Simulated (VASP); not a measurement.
A convergence study with VASP on Ge (diamond): one setting is varied, all else stays as given below, so the limit is that of these other settings. Each run relaxes cell and ions from the cell shown.

```
CELL_PARAMETERS angstrom
      0.00000     2.82900     2.82900
      2.82900     0.00000     2.82900
      2.82900     2.82900     0.00000
ATOMIC_POSITIONS crystal
  Ge 0.00000 0.00000 0.00000
  Ge 0.25000 0.25000 0.25000
```

These are PBEsol GGA, VASP's PBE PAW potentials (set 64) (plane waves; VASP 6.6.1) values and carry that method's errors. The tightest run used: 550 eV cut-off, 12×12×12 Γ-centred mesh, Gaussian smearing of 0.050 eV, potentials Ge_d.

Task: The settings run are 2×2×2 mesh; 3×3×3 mesh; 4×4×4 mesh; 5×5×5 mesh; 6×6×6 mesh; 8×8×8 mesh; 9×9×9 mesh; 10×10×10 mesh; 11×11×11 mesh; 12×12×12 mesh. From which on does the relaxed volume stay within 0.05 Å³/atom of the tightest run?

Result: From 6×6×6 mesh on: it is off by 0.037 there and by no more than 0.05 in any finer run, while 5×5×5 mesh is off by 0.103.
```csv
setting,relaxed volume (Å³/atom),E (eV/atom),irreducible k-points,difference judged (Å³/atom)
2×2×2 mesh,29.395,-3.7337,3,6.563
3×3×3 mesh,23.854,-4.5536,4,1.021
4×4×4 mesh,23.184,-4.8042,8,0.351
5×5×5 mesh,22.936,-4.8844,10,0.103
6×6×6 mesh,22.869,-4.9139,16,0.037
8×8×8 mesh,22.837,-4.9316,29,0.005
9×9×9 mesh,22.833,-4.9343,35,0.001
10×10×10 mesh,22.833,-4.9357,47,0.001
11×11×11 mesh,22.832,-4.9365,56,0.000
12×12×12 mesh,22.832,-4.9369,72,0.000
```

Left out are rungs that failed or repeat a setting and relaxations that didn't move; long series are thinned to 24 rows.

The compound is Ge in the diamond structure.
